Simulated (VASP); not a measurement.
A convergence study with VASP on SnO (litharge): one setting is varied, all else stays as given below, so the limit is that of these other settings.

```xyz
4
Lattice="3.8000 0.0000 0.0000 0.0000 3.8000 0.0000 0.0000 0.0000 4.8400" Properties=species:S:1:pos:R:3 pbc="T T T"
Sn     1.9000     0.0000     3.6881
Sn     0.0000     1.9000     1.1519
O      1.9000     1.9000     0.0000
O      0.0000     0.0000     0.0000
```

Level of theory: PBE GGA, VASP's PBE PAW potentials (set 64) (plane waves; VASP). The tightest run used: 700 eV cut-off, 5×5×4 Γ-centred mesh, Gaussian smearing of 0.010 eV, potentials Sn_d O.

Q: The settings run are ENCUT = 300; ENCUT = 400; ENCUT = 500; ENCUT = 600; ENCUT = 700. From which on does the highest Γ mode stay within 5 cm⁻¹ of the tightest run?

A: From ENCUT = 400 on: it is off by 3.8 there and by no more than 5 in any finer run, while ENCUT = 300 is off by 19.0.
| setting | mean ε∞ | highest Γ mode (cm⁻¹) | plane waves | difference judged (cm⁻¹) |
|---|---|---|---|---|
| ENCUT = 300 | 8.12 | 452.3 | 837 | 19.0 |
| ENCUT = 400 | 8.16 | 475.1 | 1278 | 3.8 |
| ENCUT = 500 | 8.17 | 471.6 | 1788 | 0.3 |
| ENCUT = 600 | 8.17 | 472.0 | 2354 | 0.7 |
| ENCUT = 700 | 8.17 | 471.3 | 2965 | 0.0 |

Left out are rungs that failed or repeat a setting and relaxations that didn't move; long series are thinned to 24 rows.

The compound is SnO in the litharge structure. The cell was not relaxed at this level, forces remain on its atoms.
